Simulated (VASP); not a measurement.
Consider the following.

```
CELL_PARAMETERS angstrom
      0.00000     3.26670     3.26670
      3.26670     0.00000     3.26670
      3.26670     3.26670     0.00000
ATOMIC_POSITIONS crystal
  Cd 0.00000 0.00000 0.00000
  Te 0.25000 0.25000 0.25000
```

Method: PBE GGA with D3 dispersion (zero damping), VASP's PBE PAW potentials (set 64) (plane waves; VASP). Numerical set-up: 520 eV cut-off, 6×6×6 Γ-centred mesh, Gaussian smearing of 0.050 eV, potentials Cd Te.

Unless said otherwise, spin-orbit coupling is left out, though it shifts the bands of the heavy elements here.

What does the run give for the energy per atom (σ→0), band gap (on the k-mesh) with the smallest direct gap where there is one?

```yaml
band gap (on the k-mesh): 0.70 eV
smallest direct gap (on the k-mesh): 0.70 eV
energy per atom (σ→0): -2.657 eV/atom
```

Total energies compare only between runs with the same potentials, cut-off and functional.

The compound is CdTe in the zinc blende structure. It was relaxed first. The start is the result of an earlier pass.
